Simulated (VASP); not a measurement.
Computed with PBE GGA with D3 dispersion (zero damping), VASP's PBE PAW potentials (set 64) (plane waves; VASP).

Input for VASP

File POSCAR:
```
Cd
1
    1.4969497897    -2.5927933931     0.0000000000
    1.4969497897     2.5927933931    -0.0000000000
    0.0000000000     0.0000000000     5.6308946878
Cd
2
Direct
  0.3333330000   0.6666670000   0.2500000000
  0.6666670000   0.3333330000   0.7500000000
```

**KPOINTS**
```
Automatic
0
Gamma
 16 16 7
0 0 0
```

INCAR:
```
SYSTEM = Cd
PREC = Accurate
ENCUT = 520
EDIFF = 1E-7
NELM = 100
ALGO = Normal
LREAL = .FALSE.
LASPH = .TRUE.
ISMEAR = -5
GGA = PE
IVDW = 11
LMAXMIX = 4
LWAVE = .FALSE.
LCHARG = .TRUE.
LORBIT = 11
NEDOS = 601
ISIF = 2
```

POTCAR, in this order: Cd (PBE.64 set). Program: vasp_std.

Output

### OSZICAR
```
       N       E                     dE             d eps       ncg     rms          rms(c)
DAV:   1     0.165687048774E+03    0.16569E+03   -0.13421E+04  3840   0.150E+03
DAV:   2     0.177487686731E+01   -0.16391E+03   -0.16083E+03  3936   0.372E+02
DAV:   3    -0.157428575858E+01   -0.33492E+01   -0.33453E+01  4800   0.634E+01
DAV:   4    -0.157815129254E+01   -0.38655E-02   -0.38685E-02  4480   0.191E+00
DAV:   5    -0.157816233612E+01   -0.11044E-04   -0.11051E-04  4808   0.940E-02    0.442E+00
DAV:   6    -0.148247859676E+01    0.95684E-01   -0.28493E-01  4080   0.693E+00    0.352E+00
DAV:   7    -0.147825501194E+01    0.42236E-02   -0.31336E-02  4384   0.185E+00    0.165E+00
DAV:   8    -0.147872502084E+01   -0.47001E-03   -0.35345E-03  4232   0.851E-01    0.920E-02
DAV:   9    -0.147876365006E+01   -0.38629E-04   -0.27407E-05  4984   0.631E-02    0.366E-02
DAV:  10    -0.147880799326E+01   -0.44343E-04   -0.35379E-05  4280   0.673E-02    0.392E-03
DAV:  11    -0.147880826931E+01   -0.27605E-06   -0.31224E-08  3840   0.184E-03    0.173E-03
DAV:  12    -0.147880870376E+01   -0.43446E-06   -0.21130E-08  2568   0.134E-03    0.231E-04
DAV:  13    -0.147880868436E+01    0.19403E-07   -0.77205E-10  2272   0.343E-04
   1 F= -.21556219E+01 E0= -.21556219E+01  d E =0.000000E+00
```

**OUTCAR**
```
------------------------ aborting loop because EDIFF is reached ----------------------------------------
 Edisp (eV)   -0.67681
  FORCE on cell =-STRESS in cart. coord.  units (eV):
  Direction    XX          YY          ZZ          XY          YZ          ZX
  --------------------------------------------------------------------------------------
  Total       0.05748     0.05748     0.01906    -0.00000    -0.00000     0.00000
  in kB       2.10688     2.10688     0.69873    -0.00000    -0.00000     0.00000
  external pressure =        1.64 kB  Pullay stress =        0.00 kB
  volume of cell :       43.71
      direct lattice vectors                 reciprocal lattice vectors
     1.496949790 -2.592793393  0.000000000     0.334012539 -0.192842207  0.000000000
     1.496949790  2.592793393  0.000000000     0.334012539  0.192842207  0.000000000
     0.000000000  0.000000000  5.630894688     0.000000000  0.000000000  0.177591672
 POSITION                                       TOTAL-FORCE (eV/Angst)
 -----------------------------------------------------------------------------------
      1.49695      0.86427      1.40772         0.000000     -0.000000      0.000000
      1.49695     -0.86427      4.22317        -0.000000      0.000000      0.000000
 -----------------------------------------------------------------------------------
    total drift:                                0.000013      0.000197      0.000002
  FREE ENERGIE OF THE ION-ELECTRON SYSTEM (eV)
  ---------------------------------------------------
  free  energy   TOTEN  =        -2.1556218705 eV

  energy  without entropy=       -2.1556218705  energy(sigma->0) =       -2.15562187

 total charge

# of ion       s       p       d       tot
------------------------------------------
    1        0.525   0.304   9.485  10.314
    2        0.525   0.304   9.485  10.314
--------------------------------------------------
tot          1.051   0.608  18.970  20.628
```
(Selected blocks of OUTCAR.)

For a metal the tetrahedron method with Blöchl corrections gives inexact stress and forces.

The compound is Cd in the hcp structure. It was relaxed first.
